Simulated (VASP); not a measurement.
Method: LDA (Ceperley-Alder, Perdew-Zunger), VASP's LDA PAW potentials (set 64) (plane waves; VASP 6.6.1).

VASP input:

INCAR:
```
SYSTEM = CaO
PREC = Accurate
ENCUT = 620
EDIFF = 1E-6
NELM = 100
ALGO = Normal
LREAL = .FALSE.
LASPH = .TRUE.
ISMEAR = 0
SIGMA = 0.05
LWAVE = .FALSE.
LCHARG = .FALSE.
IBRION = 2
ISIF = 3
NSW = 40
EDIFFG = -0.02
PSTRESS = 450
```

**KPOINTS**
```
Automatic mesh
0
Gamma
10 10 10
0 0 0
```

POSCAR:
```
CaO
1.0
  0.0000000000   2.1944979056   2.1944979056
  2.1944979056   0.0000000000   2.1944979056
  2.1944979056   2.1944979056   0.0000000000
Ca O
1 1
direct
  0.0000000000   0.0000000000   1.0000000000
  0.5000000000   0.5000000000   0.5000000000
```

POTCAR, in this order: Ca_sv O (LDA.64 set). Program: vasp_std.

The resulting files:

File OSZICAR:
```
       N       E                     dE             d eps       ncg     rms          rms(c)
DAV:   1     0.144931705904E+03    0.14493E+03   -0.99845E+03  1128   0.163E+03
DAV:   2    -0.855073551667E+01   -0.15348E+03   -0.14541E+03  1284   0.379E+02
DAV:   3    -0.152781114355E+02   -0.67274E+01   -0.66839E+01  1376   0.822E+01
DAV:   4    -0.155084504314E+02   -0.23034E+00   -0.23016E+00  1644   0.135E+01
DAV:   5    -0.155108422461E+02   -0.23918E-02   -0.23916E-02  1332   0.155E+00    0.884E+00
DAV:   6    -0.137153839739E+02    0.17955E+01   -0.80063E+00  1336   0.291E+01    0.328E+00
DAV:   7    -0.136542950158E+02    0.61089E-01   -0.61194E-01  1452   0.849E+00    0.168E+00
DAV:   8    -0.136234505476E+02    0.30844E-01   -0.74850E-02  1448   0.333E+00    0.357E-01
DAV:   9    -0.136211150536E+02    0.23355E-02   -0.15245E-02  1336   0.129E+00    0.114E-01
DAV:  10    -0.136211549750E+02   -0.39921E-04   -0.14284E-03  1288   0.398E-01    0.406E-02
DAV:  11    -0.136212066336E+02   -0.51659E-04   -0.19316E-04  1656   0.130E-01    0.415E-02
DAV:  12    -0.136211722977E+02    0.34336E-04   -0.12808E-04  1344   0.131E-01    0.125E-03
DAV:  13    -0.136211730651E+02   -0.76741E-06   -0.80387E-06  1436   0.304E-02
   1 F= -.76845778E+01 E0= -.76845778E+01  d E =-.768458E+01
```

**OUTCAR**
```
------------------------ aborting loop because EDIFF is reached ----------------------------------------
  FORCE on cell =-STRESS in cart. coord.  units (eV):
  Direction    XX          YY          ZZ          XY          YZ          ZX
  --------------------------------------------------------------------------------------
  Total        5.9475422      5.9475422      5.9475422     -0.0000000     -0.0000000      0.0000000
  in kB      450.8297919    450.8297919    450.8297919     -0.0000000     -0.0000000      0.0000000
  external PRESSURE =       0.8297919 kB  Pullay stress =     450.0000000 kB
  volume of cell :       21.14
      direct lattice vectors                 reciprocal lattice vectors
     0.000000000  2.194497906  2.194497906    -0.227842551  0.227842551  0.227842551
     2.194497906  0.000000000  2.194497906     0.227842551 -0.227842551  0.227842551
     2.194497906  2.194497906  0.000000000     0.227842551  0.227842551 -0.227842551
  FREE ENERGIE OF THE ION-ELECTRON SYSTEM (eV)
  ---------------------------------------------------
  free  energy   TOTEN  =       -13.6211730651 eV

  energy  without entropy=      -13.6211730651  energy(sigma->0) =      -13.62117307
  enthalpy is  TOTEN    =        -7.6845778304 eV   P V=        5.9365952347

 reached required accuracy - stopping structural energy minimisation
```
(Selected blocks of OUTCAR.)

The compound is CaO in the rock salt structure. It was relaxed first under an external pressure of 45 GPa.
